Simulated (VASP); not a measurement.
Given:

```
Sc
1.0
    3.27444     0.00000     0.00000
   -1.63722     2.83575     0.00000
    0.00000     0.00000    10.53554
Sc
4
Direct
  0.00000   0.00000   0.00000
  0.00000   0.00000   0.50000
  0.33333   0.66667   0.25000
  0.66667   0.33333   0.75000
```

Computed with LDA (Ceperley-Alder, Perdew-Zunger), VASP's LDA PAW potentials (set 64) (plane waves; VASP 6.6.1). Numerical set-up: 300 eV cut-off, 8×8×2 Γ-centred mesh shifted by (0.5, 0.5, 0.5), Gaussian smearing of 0.20 eV, potentials Sc_sv.

At this cut-off the stress carries a Pulay error, which pulls relaxed volumes low.

Task: Give the stress tensor in GPa (positive for a compressed cell).

Result: 
```
-4.62   0.00   0.00
 0.00  -4.62   0.00
 0.00   0.00  -5.06
```
The pressure is its mean diagonal, -4.77 GPa.

The structure was generated: Sc was put into an ordered model structure, which need not be its known phase. The cell was not relaxed at this level.
